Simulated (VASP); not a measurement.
Input of a VASP 6.6.1 run:

File INCAR:

```
PREC = Accurate
ENCUT = 600
EDIFF = 1E-7
ISMEAR = 0
SIGMA = 0.1
LREAL = False
LASPH = True
NELM = 60
ALGO = Normal
ISIF = 3
LWAVE = False
LCHARG = False
GGA = PS
IBRION = 2
NSW = 90
EDIFFG = -0.005
```

KPOINTS

```
regular mesh
0
Gamma
  6 6 6
```

Contents of POSCAR:

```
Bi
1.0
    2.2675000000      1.3091417400      3.9380000000
   -2.2675000000      1.3091417400      3.9380000000
    0.0000000000     -2.6182834700      3.9380000000
Bi
2
Direct
    0.2340000000      0.2340000000      0.2340000000
    0.7660000000      0.7660000000      0.7660000000
```

Potentials or basis: VASP PAW PBE potentials, release 64 (Bi_d).

Command:

```bash
$ cat potpaw_PBE.64/Bi_d/POTCAR > POTCAR
$ mpirun -np 1 vasp_std > vasp.out
```

Task: Estimate the relaxed volume.

Result: 34.71 Å³/atom.

Task: Predict the relaxed cell.

Result: a = 4.713 Å, b = 4.713 Å, c = 4.713 Å, α = 57.29°, β = 57.29°, γ = 57.29°.

Task: Estimate the band gap on the k mesh.

Result: None (metal or under the smearing width).

Task: Predict the space group after relaxing (to 0.05 Å).

Result: R-3m (No. 166).

Step by step:
```
step  energy change (eV)  largest force (eV/Å)  pressure (GPa)  volume (Å³)
   1              0.0000                0.0528           -0.31        70.14
   2             -0.0007                0.0714            0.14        69.45
   3             -0.0007                0.0698            0.08        69.53
   4             -0.0012                0.0343            0.04        69.49
   5             -0.0013                0.0000           -0.01        69.45
   6             -0.0013                0.0028           -0.01        69.45
   7             -0.0013                0.0016            0.00        69.44
   8             -0.0013                0.0002            0.00        69.41
```

Caveat: the PAW data sets were made with another functional, which shifts forces and pressure a little; spin-orbit coupling is left out, which moves the levels of the heavy elements.
